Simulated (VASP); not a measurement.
Computed with SCAN meta-GGA, VASP's PBE PAW potentials (set 64) (plane waves; VASP).

VASP input:

### KPOINTS
```
Automatic mesh
0
Gamma
15 15 8
0 0 0
```

INCAR:
```
SYSTEM = Tc
PREC = Accurate; ENCUT = 520; LREAL = .FALSE.
LASPH = .TRUE.
EDIFF = 1E-7; NELM = 100; ALGO = Normal
LMAXMIX = 4; LMIXTAU = .TRUE.
ISMEAR = 1; SIGMA = 0.1
METAGGA = SCAN
IBRION = 2; NSW = 30; ISIF = 4
EDIFFG = -0.01
LWAVE = .FALSE.; LCHARG = .FALSE.
```

File POSCAR:
```
Tc
1
    1.3896631732    -2.4069676166     0.0000000000
    1.3896631732     2.4069676166     0.0000000000
    0.0000000000     0.0000000000     4.4659134106
Tc
2
Direct
  0.3333330000   0.6666670000   0.2500000000
  0.6666670000   0.3333330000   0.7500000000
```

POTCAR, in this order: Tc_pv (PBE.64 set). Program: vasp_std.

Task: What does the run give for the energy per atom (σ→0), band gap (on the k-mesh)?

Result: 
| Item | Value |
|---|---|
| energy per atom (σ→0) | -35.018 eV/atom |
| band gap (on the k-mesh) | none (metal, semimetal or under 0.01 eV) |

### OSZICAR
```
...
DAV:   4    -0.700362960467E+02   -0.33535E-04   -0.27927E-05  4809   0.644E-02    0.520E-03
DAV:   5    -0.700362853985E+02    0.10648E-04   -0.66257E-06  4640   0.306E-02    0.259E-03
DAV:   6    -0.700363018595E+02   -0.16461E-04   -0.12385E-05  4591   0.448E-02    0.690E-04
DAV:   7    -0.700363012823E+02    0.57715E-06   -0.15464E-06  4573   0.152E-02    0.291E-04
DAV:   8    -0.700363000547E+02    0.12276E-05   -0.49905E-08  2386   0.249E-03    0.151E-04
DAV:   9    -0.700363009952E+02   -0.94046E-06   -0.39833E-08  2295   0.258E-03    0.650E-05
DAV:  10    -0.700363009228E+02    0.72404E-07   -0.76139E-09  2295   0.985E-04
   3 F= -.70036301E+02 E0= -.70036094E+02  d E =-.158142E-03
```

The compound is Tc in the hcp structure. This cell is one point of a volume scan, at 1.06 of the reference volume. Symmetry was kept, so distortions that lower it aren't found.
